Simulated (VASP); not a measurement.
C:

```xyz
4
Lattice="2.4610 0.0000 0.0000 -1.2305 2.1313 0.0000 0.0000 0.0000 6.1714" Properties=species:S:1:pos:R:3 pbc="T T T"
C     0.0000    0.0000    1.5428
C     0.0000    1.4209    1.5428
C     0.0000    0.0000    4.6285
C     1.2305    0.7104    4.6285
```

The cell was built by a generator and needn't be a form met in nature.

Base run:

```yaml
Program: VASP 6.6.1
Functional: optB86b-vdW
Potentials_or_basis: VASP PAW PBE potentials, release 64 (C)
Cutoff: 520 eV
k_mesh: 16 × 16 × 4
Occupations: fermi-dirac, width 0.05 eV
Spin: no spin polarisation
```

Its results: band gap on the k mesh 0.27 eV, direct; pressure 3.6 GPa.

Q: After a change of settings the same cell gave: band gap on the k mesh 0.29 eV, direct; pressure 8.8 GPa. Which change was it?
A. functional from optB86b-vdW to rev-vdW-DF2
B. functional from optB86b-vdW to LDA; potentials or basis from VASP PAW PBE potentials, release 64 (C) to VASP PAW LDA potentials, release 64 (C)
C. functional from optB86b-vdW to vdW-DF
D. functional from optB86b-vdW to SCAN; further incar settings from ALGO = Fast; EDIFF = 1e-06 to ALGO = Normal; EDIFF = 1e-06

A: C.

Caveats: the PAW data sets were made with another functional, which shifts forces and pressure a little.

Runs at the PBE level aren't shown here.
